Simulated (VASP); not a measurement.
# SnTe2 (Fm-3m): band edges, masses and strain

The runs below take SnTe2 at its given cell and follow the band edges through several levels. The cell is generated by rule, not measured, and may not be a known phase.

Method: PBE; plane waves and PAW (Sn_d, Te), in the first sound run; inputs show where later runs differ, in VASP 6.6.1.

Report form: the programs' logs are mostly left out.

The structure was built from a prototype and need not be the compound's stable phase.

**1. The starting structure**

It takes space group Fm-3m (No. 225, cubic). Conventional cell: a = 7.590 Å, b = 7.590 Å, c = 7.590 Å, α = 90.00°, β = 90.00°, γ = 90.00°. Nearest to Sn lie 8 Te at 3.29 Å. Te has 4 Sn at 3.29 Å nearest. Farther neighbours and most contacts between anions are not listed.

**2. Relaxation of the atoms**

The cell is kept as given; the atoms are relaxed first, so that no residual force shifts the band edges.

The input, INCAR:

```
SYSTEM = SnTe2
PREC = Accurate
ENCUT = 400
EDIFF = 1E-06
NELM = 100
ISMEAR = 0
SIGMA = 0.02
LREAL = .FALSE.
ALGO = Normal
GGA = PE
NBANDS = 19
LORBIT = 11
LWAVE = .FALSE.
LCHARG = .FALSE.
KPAR = 4
IBRION = 2
NSW = 40
ISIF = 2
EDIFFG = -0.005
```

The input, POSCAR:

```
SnTe2
1.0
    0.0000000000      3.7948100000      3.7948100000
    3.7948100000      0.0000000000      3.7948100000
    3.7948100000      3.7948100000      0.0000000000
Sn Te
1 2
Direct
    0.0000000000      0.0000000000      0.0000000000
    0.2500000000      0.2500000000      0.2500000000
    0.7500000000      0.7500000000      0.7500000000
```

The input, KPOINTS:

```
Automatic mesh
0
Gamma
6 6 6
0 0 0
```

The projector-augmented-wave data sets are Sn_d and Te (PBE family, release 64).

Command:

```bash
$ mpirun -np 4 vasp_std
```

Elapsed: 12 s, on 4 MPI ranks of Intel Xeon Platinum 8259CL at 2.50GHz (Skylake/Cascade Lake), shared host; peak memory 0.83 GiB; 46 s of CPU time.

The k-mesh is coarse for a metal. The run keeps the 48 symmetry operations of its start, so it cannot find a distortion of lower symmetry.

The forces vanish from the start, and no atom moves.

This step gave:

```
SCF cycles              : 12
electrons               : 26
bands                   : 19
irreducible k-points    : 16
symmetry operations     : 48
free energy (TOTEN)     : -9.711 eV
energy at zero smearing : -9.710 eV
Fermi energy            : 4.721 eV
pressure                : -1.975 GPa
metallic                : yes
```

**3. Bands on a dense mesh**

A dense even mesh and a path are solved together, since either alone can miss a band edge.

Edit INCAR of step 2 so:

```diff
@@ -10,3 +10,3 @@
 GGA = PE
-NBANDS = 19
+NBANDS = 26
 LORBIT = 11
@@ -15,5 +15,2 @@
 KPAR = 4
-IBRION = 2
-NSW = 40
 ISIF = 2
-EDIFFG = -0.005
```

POSCAR is that of step 2.

The input, KPOINTS:

```
Automatic mesh
0
Gamma
10 10 10
0 0 0
```

The input, KPOINTS_OPT:

```
Line mode
24
Line-mode
Reciprocal
  0.00000000   0.00000000   0.00000000 GAMMA
  0.50000000   0.00000000   0.50000000 X

  0.50000000   0.00000000   0.50000000 X
  0.50000000   0.25000000   0.75000000 W

  0.50000000   0.25000000   0.75000000 W
  0.37500000   0.37500000   0.75000000 K

  0.37500000   0.37500000   0.75000000 K
  0.00000000   0.00000000   0.00000000 GAMMA

  0.00000000   0.00000000   0.00000000 GAMMA
  0.50000000   0.50000000   0.50000000 L

  0.50000000   0.50000000   0.50000000 L
  0.62500000   0.25000000   0.62500000 U

  0.62500000   0.25000000   0.62500000 U
  0.50000000   0.25000000   0.75000000 W

  0.50000000   0.25000000   0.75000000 W
  0.50000000   0.50000000   0.50000000 L

  0.50000000   0.50000000   0.50000000 L
  0.37500000   0.37500000   0.75000000 K

  0.62500000   0.25000000   0.62500000 U
  0.50000000   0.00000000   0.50000000 X
```

Command:

```bash
$ mpirun -np 4 vasp_std
```

Run time: 91 s. Hardware: 4 MPI ranks; peak memory 1.1 GiB.

This step gave:

- bands: 26
- irreducible k-points: 47
- free energy (TOTEN): -9.712 eV
- energy at zero smearing: -9.712 eV
- Fermi energy: 4.696 eV
- pressure: -1.909 GPa

The electronic bands at the labelled points (eV, zero at the Fermi level; # counts the bands kept):

| point | #3 | #4 | #5 | #6 | #7 | #8 | #9 | #10 |
| --- | --- | --- | --- | --- | --- | --- | --- | --- |
| Γ | -2.35 | -2.35 | -1.21 | -1.21 | -1.21 | 1.70 | 1.70 | 1.70 |
| 0.48 of the way | -3.27 | -1.15 | -1.08 | -0.32 | -0.32 | 1.24 | 2.85 | 2.85 |
| X | -3.85 | -1.53 | 0.44 | 0.44 | 0.98 | 1.97 | 3.97 | 3.97 |
| 0.52 of the way | -3.38 | -1.16 | -0.79 | 0.51 | 0.89 | 2.82 | 3.15 | 3.85 |
| W | -2.27 | -2.27 | -0.82 | 0.64 | 0.74 | 2.58 | 3.49 | 3.49 |
| 0.48 of the way | -2.96 | -1.55 | -0.83 | 0.33 | 0.77 | 2.77 | 3.39 | 3.58 |
| K | -3.57 | -0.93 | -0.85 | -0.20 | 0.79 | 3.11 | 3.41 | 3.43 |
| 0.48 of the way | -2.48 | -2.33 | -1.69 | -0.16 | -0.09 | 2.08 | 2.50 | 3.26 |
| Γ | -2.35 | -2.35 | -1.21 | -1.21 | -1.21 | 1.70 | 1.70 | 1.70 |
| 0.52 of the way | -2.53 | -2.48 | -1.39 | -1.39 | 0.19 | 2.23 | 2.23 | 2.46 |
| L | -2.62 | -2.27 | -1.63 | -1.63 | 0.52 | 3.13 | 3.13 | 4.18 |
| 0.48 of the way | -3.08 | -2.00 | -1.01 | -0.41 | 0.06 | 3.13 | 3.25 | 3.83 |
| U | -3.57 | -0.93 | -0.85 | -0.20 | 0.79 | 3.11 | 3.41 | 3.43 |
| 0.52 of the way | -2.96 | -1.55 | -0.83 | 0.33 | 0.77 | 2.77 | 3.39 | 3.58 |
| W | -2.27 | -2.27 | -0.82 | 0.64 | 0.74 | 2.58 | 3.49 | 3.49 |
| 0.52 of the way | -2.55 | -2.38 | -0.67 | -0.24 | -0.05 | 2.95 | 3.43 | 3.74 |
| L | -2.62 | -2.27 | -1.63 | -1.63 | 0.52 | 3.13 | 3.13 | 4.18 |
| 0.48 of the way | -3.08 | -2.00 | -1.01 | -0.41 | 0.06 | 3.13 | 3.25 | 3.83 |
| K | -3.57 | -0.93 | -0.85 | -0.20 | 0.79 | 3.11 | 3.41 | 3.43 |
| jump to U | -3.57 | -0.93 | -0.85 | -0.20 | 0.79 | 3.11 | 3.41 | 3.43 |
| 0.48 of the way | -3.77 | -1.31 | -0.13 | 0.23 | 0.93 | 2.59 | 3.57 | 3.80 |
| X | -3.85 | -1.53 | 0.44 | 0.44 | 0.98 | 1.97 | 3.97 | 3.97 |

Of the projections kept (Sn, Te), the largest for each band there; the rest of the weight can lie on other orbitals:

| point | #3 | #4 | #5 | #6 | #7 | #8 | #9 | #10 |
| --- | --- | --- | --- | --- | --- | --- | --- | --- |
| Γ | Te 0.96 | Te 0.96 | Te 0.60 | Te 0.60 | Te 0.60 | Te 0.61 | Te 0.61 | Te 0.61 |
| X | Te 0.74 | Te 0.58 | Te 0.97 | Te 0.97 | Te 1.00 | Sn 0.75 | Sn 0.69 | Sn 0.69 |
| W | Te 0.78 | Te 0.78 | Te 0.62 | Te 0.97 | Te 1.00 | Sn 0.80 | Sn 0.64 | Sn 0.64 |
| K | Te 0.73 | Te 0.77 | Te 0.62 | Te 0.97 | Te 0.99 | Sn 0.74 | Sn 0.69 | Sn 0.55 |
| Γ | Te 0.96 | Te 0.96 | Te 0.60 | Te 0.60 | Te 0.60 | Te 0.61 | Te 0.61 | Te 0.61 |
| L | Te 0.69 | Te 0.84 | Te 0.96 | Te 0.96 | Te 0.74 | Sn 0.58 | Sn 0.58 | Sn 0.72 |

At -1.9 GPa the cell is away from the equilibrium volume of this level: left free, it would shrink.

**4. Bands with spin-orbit coupling**

This step: PBE, spin-orbit coupling; plane waves and PAW (Sn_d, Te); invented cell (VASP 6.6.1).

Spin-orbit coupling can split and shift the band edges, more so for heavy elements, so the bands are solved again with spinors.

Edit INCAR of step 3 so:

```diff
@@ -10,3 +10,8 @@
 GGA = PE
-NBANDS = 26
+LNONCOLLINEAR = .TRUE.
+MAGMOM = 0 0 0 0 0 0 0 0 0
+NBANDS = 38
+GGA_COMPAT = .FALSE.
+LASPH = .TRUE.
+LSORBIT = .TRUE.
 LORBIT = 11
```

POSCAR is that of step 3.

The input, KPOINTS:

```
Automatic mesh
0
Gamma
6 6 6
0 0 0
```

Edit KPOINTS_OPT of step 3 so:

```diff
@@ -1,3 +1,3 @@
 Line mode
-24
+16
 Line-mode
```

Command:

```bash
$ mpirun -np 4 vasp_ncl
```

Wall time 3.8 min (4 MPI ranks); peak memory 1.8 GiB.

LASPH is on here and off in the session's scalar semilocal runs, so a comparison with those holds both changes.

Numbers from this step:

```yaml
scf_cycles: 14
bands: 38
irreducible_k_points: 16
free_energy_toten: -10.07 eV
energy_at_zero_smearing: -10.07 eV
fermi_energy: 4.803 eV
pressure: -1.686 GPa
```

The spin moment in the PAW sphere vanishes on all atoms.

On-site spin-orbit energy by atom:

| atom | on-site spin-orbit energy (eV) |
| --- | --- |
| Sn1 | -0.084 |
| Te2 | -0.307 |
| Te3 | -0.307 |

The electronic bands at the labelled points (eV, zero at the Fermi level; # counts the bands kept):

| point | #9 | #10 | #11 | #12 | #13 | #14 | #15 | #16 |
| --- | --- | --- | --- | --- | --- | --- | --- | --- |
| Γ | -1.79 | -1.79 | -1.09 | -1.09 | -1.09 | -1.09 | 1.20 | 1.20 |
| 0.53 of the way | -0.89 | -0.89 | -0.45 | -0.45 | -0.04 | -0.04 | 1.16 | 1.16 |
| X | 0.06 | 0.06 | 0.66 | 0.66 | 0.88 | 0.88 | 1.83 | 1.83 |
| 0.53 of the way | -0.88 | -0.88 | 0.46 | 0.46 | 0.79 | 0.79 | 2.66 | 2.66 |
| W | -0.93 | -0.93 | 0.55 | 0.55 | 0.69 | 0.69 | 2.44 | 2.44 |
| 0.47 of the way | -0.93 | -0.93 | 0.28 | 0.28 | 0.70 | 0.70 | 2.62 | 2.62 |
| K | -0.85 | -0.85 | -0.22 | -0.22 | 0.71 | 0.71 | 2.92 | 2.92 |
| 0.47 of the way | -1.71 | -1.71 | -0.44 | -0.44 | 0.05 | 0.05 | 1.95 | 1.95 |
| Γ | -1.79 | -1.79 | -1.09 | -1.09 | -1.09 | -1.09 | 1.20 | 1.20 |
| 0.47 of the way | -1.73 | -1.73 | -1.22 | -1.22 | 0.04 | 0.04 | 1.79 | 1.79 |
| L | -2.01 | -2.01 | -1.51 | -1.51 | 0.47 | 0.47 | 2.78 | 2.78 |
| 0.47 of the way | -1.17 | -1.17 | -0.56 | -0.56 | 0.07 | 0.07 | 2.87 | 2.87 |
| U | -0.85 | -0.85 | -0.22 | -0.22 | 0.71 | 0.71 | 2.92 | 2.92 |
| 0.47 of the way | -0.93 | -0.93 | 0.20 | 0.20 | 0.70 | 0.70 | 2.66 | 2.66 |
| W | -0.93 | -0.93 | 0.55 | 0.55 | 0.69 | 0.69 | 2.44 | 2.44 |
| 0.53 of the way | -0.87 | -0.87 | -0.42 | -0.42 | 0.01 | 0.01 | 2.78 | 2.78 |
| L | -2.01 | -2.01 | -1.51 | -1.51 | 0.47 | 0.47 | 2.78 | 2.78 |
| 0.53 of the way | -1.04 | -1.04 | -0.41 | -0.41 | 0.03 | 0.03 | 2.88 | 2.88 |
| K | -0.85 | -0.85 | -0.22 | -0.22 | 0.71 | 0.71 | 2.92 | 2.92 |
| jump to U | -0.85 | -0.85 | -0.22 | -0.22 | 0.71 | 0.71 | 2.92 | 2.92 |
| 0.47 of the way | -0.34 | -0.34 | 0.27 | 0.27 | 0.83 | 0.83 | 2.47 | 2.47 |
| X | 0.06 | 0.06 | 0.66 | 0.66 | 0.88 | 0.88 | 1.83 | 1.83 |

Of the projections kept (Sn, Te), the largest for each band there; the rest of the weight can lie on other orbitals:

| point | #9 | #10 | #11 | #12 | #13 | #14 | #15 | #16 |
| --- | --- | --- | --- | --- | --- | --- | --- | --- |
| Γ | Te 0.64 | Te 0.64 | Te 0.57 | Te 0.57 | Te 0.57 | Te 0.57 | Te 0.55 | Te 0.55 |
| X | Te 0.97 | Te 0.97 | Te 0.97 | Te 0.97 | Te 0.99 | Te 0.99 | Sn 0.75 | Sn 0.75 |
| W | Te 0.63 | Te 0.63 | Te 0.96 | Te 0.96 | Te 0.99 | Te 0.99 | Sn 0.78 | Sn 0.78 |
| K | Te 0.68 | Te 0.68 | Te 0.94 | Te 0.94 | Te 0.98 | Te 0.98 | Sn 0.68 | Sn 0.68 |
| Γ | Te 0.64 | Te 0.64 | Te 0.57 | Te 0.57 | Te 0.57 | Te 0.57 | Te 0.55 | Te 0.55 |
| L | Te 0.95 | Te 0.95 | Te 0.96 | Te 0.96 | Te 0.74 | Te 0.74 | Sn 0.59 | Sn 0.59 |

**5. Orbitals for bands with HSE06**

This step: PBE; plane waves and PAW (Sn_d, Te); invented cell (VASP 6.6.1).

The hybrid starts from PBE orbitals, which saves many expensive cycles.

The input, INCAR:

```
SYSTEM = SnTe2
PREC = Accurate
ENCUT = 400
EDIFF = 1E-05
NELM = 100
ISMEAR = 0
SIGMA = 0.02
LREAL = .FALSE.
ALGO = Normal
GGA = PE
NBANDS = 19
LORBIT = 11
LWAVE = .TRUE.
LCHARG = .FALSE.
KPAR = 4
```

POSCAR is that of step 4.

The input, KPOINTS:

```
Automatic mesh
0
Gamma
4 4 4
0 0 0
```

Command:

```bash
$ mpirun -np 4 vasp_std
```

Wall time 8 s (4 MPI ranks); peak memory 0.78 GiB.

Numbers from this step:

| Item | Value |
| --- | --- |
| SCF cycles | 10 |
| bands | 19 |
| irreducible k-points | 8 |
| free energy (TOTEN) | -9.684 eV |
| energy at zero smearing | -9.682 eV |
| Fermi energy | 4.687 eV |
| pressure | -1.595 GPa |

The run ends at a pressure of -1.59 GPa.

**6. Bands with HSE06**

This step: HSE06; plane waves and PAW (Sn_d, Te); invented cell (VASP 6.6.1).

A quarter of screened exact exchange corrects much of the semilocal gap error; its cost forces a coarser mesh.

The input, INCAR:

```
SYSTEM = SnTe2
PREC = Accurate
ENCUT = 400
EDIFF = 1E-06
NELM = 100
ISMEAR = 0
SIGMA = 0.02
LREAL = .FALSE.
ALGO = Normal
LHFCALC = .TRUE.
AEXX = 0.25
GGA = PE
HFSCREEN = 0.2
LASPH = .TRUE.
NBANDS = 19
PRECFOCK = Fast
LORBIT = 11
LWAVE = .FALSE.
LCHARG = .FALSE.
KPAR = 4
ISIF = 2
```

POSCAR is that of step 5.

KPOINTS is that of step 5.

Edit KPOINTS_OPT of step 4 so:

```diff
@@ -1,3 +1,3 @@
 Line mode
-16
+8
 Line-mode
```

The run starts from files that an earlier step left in the folder.

Command:

```bash
$ mpirun -np 4 vasp_std
```

Run time: 30 min. Hardware: 4 MPI ranks; peak memory 1.4 GiB; 1.6 h of CPU time.

The k-mesh is coarse for exact exchange; in a metal the Fermi energy and the levels can shift by several tenths of an eV on a finer one. The PAW data sets were made with PBE, which is usual practice but a small mismatch for other functionals.

Numbers from this step:

| Item | Value |
| --- | --- |
| SCF cycles | 8 |
| free energy (TOTEN) | -11.62 eV |
| energy at zero smearing | -11.62 eV |
| Fermi energy | 4.473 eV |
| pressure | -3.051 GPa |

Electronic bands along the path, in eV, zero at the Fermi level; # counts the bands kept:

| point | #3 | #4 | #5 | #6 | #7 | #8 | #9 | #10 |
| --- | --- | --- | --- | --- | --- | --- | --- | --- |
| Γ | -2.78 | -2.78 | -1.40 | -1.40 | -1.40 | 2.06 | 2.06 | 2.06 |
| 0.43 of the way | -3.66 | -1.54 | -1.27 | -0.55 | -0.55 | 1.54 | 3.13 | 3.13 |
| X | -4.44 | -1.72 | 0.45 | 0.45 | 1.15 | 2.36 | 4.58 | 4.58 |
| 0.43 of the way | -4.07 | -1.43 | -0.59 | 0.51 | 1.07 | 3.09 | 3.84 | 4.48 |
| W | -2.62 | -2.62 | -0.94 | 0.70 | 0.86 | 2.99 | 4.03 | 4.03 |
| 0.43 of the way | -3.33 | -1.87 | -0.95 | 0.41 | 0.89 | 3.17 | 3.92 | 4.14 |
| K | -4.11 | -1.05 | -0.98 | -0.29 | 0.91 | 3.58 | 3.95 | 3.98 |
| 0.57 of the way | -2.94 | -2.36 | -2.25 | -0.41 | -0.25 | 2.30 | 2.52 | 3.32 |
| Γ | -2.78 | -2.78 | -1.40 | -1.40 | -1.40 | 2.06 | 2.06 | 2.06 |
| 0.57 of the way | -2.96 | -2.79 | -1.68 | -1.68 | 0.29 | 2.77 | 2.77 | 3.15 |
| L | -3.03 | -2.56 | -1.93 | -1.93 | 0.59 | 3.66 | 3.66 | 4.82 |
| 0.43 of the way | -3.49 | -2.39 | -1.32 | -0.66 | 0.14 | 3.64 | 3.79 | 4.46 |
| U | -4.11 | -1.05 | -0.98 | -0.29 | 0.91 | 3.58 | 3.95 | 3.98 |
| 0.57 of the way | -3.33 | -1.87 | -0.95 | 0.41 | 0.89 | 3.17 | 3.92 | 4.14 |
| W | -2.62 | -2.62 | -0.94 | 0.70 | 0.86 | 2.99 | 4.03 | 4.03 |
| 0.57 of the way | -2.96 | -2.74 | -0.98 | -0.48 | 0.03 | 3.49 | 3.94 | 4.37 |
| L | -3.03 | -2.56 | -1.93 | -1.93 | 0.59 | 3.66 | 3.66 | 4.82 |
| 0.57 of the way | -3.69 | -2.07 | -1.02 | -0.27 | 0.02 | 3.66 | 3.71 | 4.38 |
| K | -4.11 | -1.05 | -0.98 | -0.29 | 0.91 | 3.58 | 3.95 | 3.98 |
| jump to U | -4.11 | -1.05 | -0.98 | -0.29 | 0.91 | 3.58 | 3.95 | 3.98 |
| 0.43 of the way | -4.33 | -1.44 | -0.25 | 0.17 | 1.07 | 3.13 | 4.04 | 4.35 |
| X | -4.44 | -1.72 | 0.45 | 0.45 | 1.15 | 2.36 | 4.58 | 4.58 |

Of the projections kept (Sn, Te), the largest for each band there; the rest of the weight can lie on other orbitals:

| point | #3 | #4 | #5 | #6 | #7 | #8 | #9 | #10 |
| --- | --- | --- | --- | --- | --- | --- | --- | --- |
| Γ | Te 0.96 | Te 0.96 | Te 0.63 | Te 0.63 | Te 0.63 | Te 0.59 | Te 0.59 | Te 0.59 |
| X | Te 0.76 | Te 0.56 | Te 0.97 | Te 0.97 | Te 1.00 | Sn 0.75 | Sn 0.70 | Sn 0.70 |
| W | Te 0.80 | Te 0.80 | Te 0.60 | Te 0.97 | Te 1.00 | Sn 0.80 | Sn 0.63 | Sn 0.63 |
| K | Te 0.76 | Te 0.79 | Te 0.61 | Te 0.97 | Te 0.99 | Sn 0.74 | Sn 0.70 | Sn 0.55 |
| Γ | Te 0.96 | Te 0.96 | Te 0.63 | Te 0.63 | Te 0.63 | Te 0.59 | Te 0.59 | Te 0.59 |
| L | Te 0.72 | Te 0.85 | Te 0.96 | Te 0.96 | Te 0.72 | Sn 0.59 | Sn 0.59 | Sn 0.73 |

**7. Summary of results**

```yaml
gap_pbe: none
gap_with_spin_orbit_coupling: none
gap_hse06_without_spin_orbit_coupling: none
```

In words: At this level the bands overlap or touch. Masses were not obtained, since there is no gap at this level. The strain response was not obtained, since there is no gap at this level.

[Lines on the potential files, build, host, timing and source positions are cut from VASP's logs without a mark.]

[Logs are printed without paths, hosts, clocks, repeated set-up lines and the standing remarks that a program may print on its own settings, such as how far it seeks lower states.]

[Hosts, paths, dates, database ids (printed as entryN), source tags and the programs' standing remarks are cut or masked in the printed files.]

[In band tables of VASP the shares of atoms and orbitals are scaled to a sum of 1 inside the atoms' spheres.]

[Gaps and slopes under strain along one axis are those of the sampled path and mesh points; where strain splits equal valleys, another of them can be the edge.]
